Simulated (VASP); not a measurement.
A convergence study with VASP on Pd (fcc): one setting is varied, all else stays as given below, so the limit is that of these other settings. Each run relaxes cell and ions from the cell shown. The basis is that of the starting cell, so low cut-offs carry a Pulay error.

```xyz
1
Lattice="0.0000 1.9450 1.9450 1.9450 0.0000 1.9450 1.9450 1.9450 0.0000" Properties=species:S:1:pos:R:3 pbc="T T T"
Pd     0.0000     0.0000     0.0000
```

These are PBEsol GGA, VASP's PBE PAW potentials (set 64) (plane waves; VASP) values and carry that method's errors. The tightest run used: 700 eV cut-off, 14×14×14 Γ-centred mesh, first-order Methfessel-Paxton smearing of 0.10 eV, potentials Pd.

| setting | relaxed volume (Å³/atom) | E (eV/atom) | plane waves |
|---|---|---|---|
| ENCUT = 200 | 12.957 | -6.1682 | 113 |
| ENCUT = 250 | 14.332 | -5.9539 | 140 |
| ENCUT = 300 | 14.515 | -5.9560 | 190 |
| ENCUT = 350 | 14.466 | -5.9510 | 229 |

Problem. These are the cheaper rows. Estimate the results at ENCUT = 700, and how far the last row shown lies from them.

Solution. 
```tsv
quantity	tightest run	last row shown is off by
relaxed volume (Å³/atom)	14.539	-0.073
E (eV/atom)	-5.9487	-0.0022
```

Left out are rungs that failed or repeat a setting and relaxations that didn't move; long series are thinned to 24 rows.

The compound is Pd in the fcc structure.
